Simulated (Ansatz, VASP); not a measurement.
# BaBi: VASP beside Ansatz, part 2 of 2

Aim: how closely do two programs agree when they are given the same cell, functional and k mesh? The cell is invented: As first built, before any earlier steps moved the atoms (in the runner's words): it takes the SbPb structure with all of its atoms replaced by other elements, volume scaled by an estimate. It may not be a known or stable phase. The cell is taken from a series of VASP runs on this material, whose earlier steps may have relaxed, scaled or displaced it; both programs get it as it stands.

VASP 6.6.1 and Ansatz 0.2.0.

So far: Set-up; Ansatz: band structure, LDA, spin-orbit coupling; VASP: band structure, LDA, spin-orbit coupling.

### Step 3. VASP: band structure, LDA, spin-orbit coupling (continued)

Level of this step: LDA, spin-orbit coupling; plane waves and PAW (Bi_d, Ba_sv); invented cell (VASP).

Numbers of over 12 decimals in the logs are rounded to 6 here.

OUTCAR, selected parts (step 3):

```text
ion  position               nearest neighbor table
   1  0.500  0.500  0.500-   2 3.64   2 3.64   2 3.64   2 3.64   2 3.64   2 3.64   2 3.64   2 3.64

  LATTYP: Found a simple tetragonal cell.
 ALAT       =     3.9446614500
 C/A-ratio  =     1.1826378408

 Subroutine GETGRP returns: Found 16 space group operations
 (whereof 16 operations were pure point group operations)

The static configuration has the point symmetry D_4h.

 Found     18 irreducible k-points:

   k-points           NKPTS =     18   k-points in BZ     NKDIM =     18   number of bands    NBANDS=     36

   dimension x,y,z NGX =    28 NGY =   28 NGZ =   30
   dimension x,y,z NGXF=    56 NGYF=   56 NGZF=   60

   ENCUT  =  400.0 eV  29.40 Ry    5.42 a.u.   6.43  6.43  7.61*2*pi/ulx,y,z

   NELECT =      25.0000    total number of electrons

 k-points in reciprocal lattice and weights: Automatic mesh
   0.00000000  0.00000000  0.00000000       0.010
   0.20000000  0.00000000  0.00000000       0.040
   0.40000000  0.00000000  0.00000000       0.040
   0.20000000  0.20000000  0.00000000       0.040
   0.40000000  0.20000000  0.00000000       0.080
   0.40000000  0.40000000  0.00000000       0.040
   0.00000000  0.00000000  0.25000000       0.020
   0.20000000  0.00000000  0.25000000       0.080
   0.40000000  0.00000000  0.25000000       0.080
[...]
0.40000000  0.20000000  0.50000000       0.080
   0.40000000  0.40000000  0.50000000       0.040

 average (electrostatic) potential at core
       1-105.2106       2 -34.7626

 E-fermi :   4.5978

 k-point     1 :       0.0000    0.0000    0.0000
  band No.  band energies     occupation
    ...
     18      -7.7763      1.00000
     19      -6.0524      1.00000
     20      -6.0524      1.00000
     21       3.7390      1.00000
     22       3.7390      1.00000
     23       4.6644      0.02988
     24       4.6644      0.02988
     25       5.0132      0.00000
     26       5.0132      0.00000
     27       5.8573      0.00000
    ...

 k-point     2 :       0.2000    0.0000    0.0000
  band No.  band energies     occupation
    ...
     20      -5.6406      1.00000
     21       2.9125      1.00000
     22       2.9125      1.00000
     23       4.1305      1.00000
     24       4.1305      1.00000
     25       5.0348      0.00000
     26       5.0348      0.00000
     27       5.9078      0.00000
     28       5.9078      0.00000
     29       6.3941      0.00000
    ...

 k-point     3 :       0.4000    0.0000    0.0000
  band No.  band energies     occupation
    ...
     20      -5.0034      1.00000
     21       1.2890      1.00000
     22       1.2890      1.00000
     23       3.3327      1.00000
     24       3.3327      1.00000
     25       5.4280      0.00000
     26       5.4280      0.00000
     27       5.5986      0.00000
     28       5.5986      0.00000
     29       8.6977      0.00000
    ...

  Total        0.4250556      0.4250556     -0.5680962      0.0000000      0.0000000      0.0000000
  in kB        9.3815669      9.3815669    -12.5386711      0.0000000      0.0000000      0.0000000
  external PRESSURE =       2.0748209 kB  Pullay stress =       0.0000000 kB

  energy-cutoff  :      400.00
  volume of cell :       72.59
      direct lattice vectors                 reciprocal lattice vectors
     3.944661450  0.000000000  0.000000000     0.253507180  0.000000000  0.000000000
     0.000000000  3.944661450  0.000000000     0.000000000  0.253507180  0.000000000
     0.000000000  0.000000000  4.665105900     0.000000000  0.000000000  0.214357406

 POSITION                                       TOTAL-FORCE (eV/Angst)
 -----------------------------------------------------------------------------------
      1.97233      1.97233      2.33255         0.000000      0.000000      0.000000
      0.00000      0.00000      0.00000         0.000000      0.000000      0.000000
 -----------------------------------------------------------------------------------
    total drift:                                0.000000      0.000000      0.000000

  FREE ENERGIE OF THE ION-ELECTRON SYSTEM (eV)
  ---------------------------------------------------
  free  energy   TOTEN  =        -9.6107367083 eV

  energy  without entropy=       -9.6076137759  energy(sigma->0) =       -9.60917524

 Spin-Orbit-Coupling matrix elements
 Ion:    1  E_soc:     -1.7325456
 Ion:    2  E_soc:     -0.4296046

 total charge
# of ion       s       p       d       tot
------------------------------------------
    1        1.470   1.566   9.885  12.920
    2        2.023   5.569   0.362   7.955
--------------------------------------------------
tot          3.493   7.134  10.247  20.875

 magnetization (x)
# of ion       s       p       d       tot
------------------------------------------
    1        0.000  -0.000  -0.000  -0.000
    2       -0.000  -0.000   0.000  -0.000
--------------------------------------------------
tot         -0.000  -0.000  -0.000  -0.000

 magnetization (y)
# of ion       s       p       d       tot
------------------------------------------
    1        0.000  -0.000   0.000  -0.000
    2        0.000   0.000  -0.000  -0.000
--------------------------------------------------
tot          0.000  -0.000  -0.000  -0.000

 magnetization (z)
# of ion       s       p       d       tot
------------------------------------------
    1        0.000   0.000   0.000   0.000
    2        0.000   0.000   0.000   0.000
--------------------------------------------------
tot          0.000   0.000   0.000   0.000

[... 3 further parts left out ...]
```

The run ends at a pressure of 0.21 GPa.

### Step 4. Comparison

Known differences besides the potentials themselves: spin-orbit coupling enters by fully relativistic files in Ansatz and inside the spheres in VASP; the two LDA forms differ slightly; the cutoff is 420 eV in Ansatz and 400 eV in VASP; VASP's log shows a relativistic correction to its local exchange, Ansatz's none. Total energies have different zeros and are not compared.

Both answers:

```
      quantity  Ansatz  VASP  difference
pressure (GPa)   -0.31  0.21       -0.52
```

Levels from 3 eV below to 2 eV above the Fermi level differ by 55 meV r.m.s. and 150 meV at most; each VASP level is matched to the nearest of Ansatz, which flatters the figure a little.

### Step 5. Summary of results

| Item | Value |
| --- | --- |
| r.m.s. difference of levels near the Fermi level (band structure, LDA, spin-orbit coupling) | 55 meV |
| difference in pressure (band structure, LDA, spin-orbit coupling) | -0.52 GPa |

The r.m.s. difference of levels near the Fermi level is 55 meV (band structure, LDA, spin-orbit coupling), within the 80 meV picked in this series as the mark of a large difference. 4 further runs of this series are not shown here. How closely two codes agree says nothing of how well the functional describes the real material.

[Lines on the potential files, build, host, timing and source positions are cut from VASP's logs without a mark.]

[Logs are printed without paths, hosts, clocks, repeated set-up lines and the standing remarks that a program may print on its own settings, such as how far it seeks lower states.]

[Hosts, paths, dates, database ids (printed as entryN), source tags and the programs' standing remarks are cut or masked in the printed files.]
